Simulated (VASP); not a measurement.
VASP ran on this input.

**POSCAR**
```
KI
1.0
  0.0000000000   3.5930912037   3.5930912037
  3.5930912037   0.0000000000   3.5930912037
  3.5930912037   3.5930912037   0.0000000000
K I
1 1
Cartesian
  0.0000000000   0.0000000000   0.0000000000
  3.5930912037   3.5930912037   3.5930912037
```

### INCAR
```
LWAVE  =  .False.
LREAL  =  .False.   # projection in real space or not
IBRION  =  2   # conjugate gradients
ISIF  =  3   # ions, shape and volume
LCHARG  =  .False.
ENCUT  =  500   # plane-wave cut-off (eV)
ISMEAR  =  0   # Gaussian
SYSTEM  =  KI
EDIFFG  =  -0.02
GGA  =  PE   # PBE
LASPH  =  .True.
LMAXMIX  =  4
NSW  =  40   # most ionic steps
ALGO  =  Normal   # blocked Davidson
EDIFF  =  1E-6   # SCF stop (eV)
NELM  =  100   # most electronic steps
PREC  =  Accurate
PSTRESS  =  50
SIGMA  =  0.05
```

### KPOINTS
```
Automatic mesh
0
Gamma
7 7 7
0 0 0
```

POTCAR, in this order: K_sv I (PBE.64 set). Program: vasp_std.

Write an equivalent input for Quantum ESPRESSO's pw.x.

One equivalent input (not run):
```
&CONTROL
  calculation = 'vc-relax'
  pseudo_dir = './pseudo'
  outdir = './out'
  tprnfor = .true.
  tstress = .true.
  nstep = 40
  forc_conv_thr = 0.00078
/
&SYSTEM
  ibrav = 0
  nat = 2
  ntyp = 2
  ecutwfc = 74
  occupations = 'smearing'
  smearing = 'gaussian'
  degauss = 0.003675
  input_dft = 'pbe'
/
&ELECTRONS
  conv_thr = 7.3e-08
  electron_maxstep = 100
/
&IONS
/
&CELL
  press = 50
/
ATOMIC_SPECIES
  K 39.098 K.upf
  I 126.904 I.upf
CELL_PARAMETERS angstrom
     0.0000000    3.5930912    3.5930912
     3.5930912    0.0000000    3.5930912
     3.5930912    3.5930912    0.0000000
ATOMIC_POSITIONS crystal
  K    0.0000000  0.0000000  0.0000000
  I    0.5000000  0.5000000  0.5000000
K_POINTS automatic
  7 7 7 0 0 0
```
The two are equivalent in intent, not identical: the potentials are each code's own (VASP's PAW set, PseudoDojo norm-conserving files in pw.x), so ENCUT and ecutwfc are chosen apart and not converted; conv_thr bounds pw.x's estimated SCF error, while EDIFF bounds the energy change between steps; forc_conv_thr acts on force components and is met together with etot_conv_thr.

The compound is KI in the rock salt structure. This run relaxes it under an external pressure of 5 GPa. Symmetry was kept, so distortions that lower it aren't found.
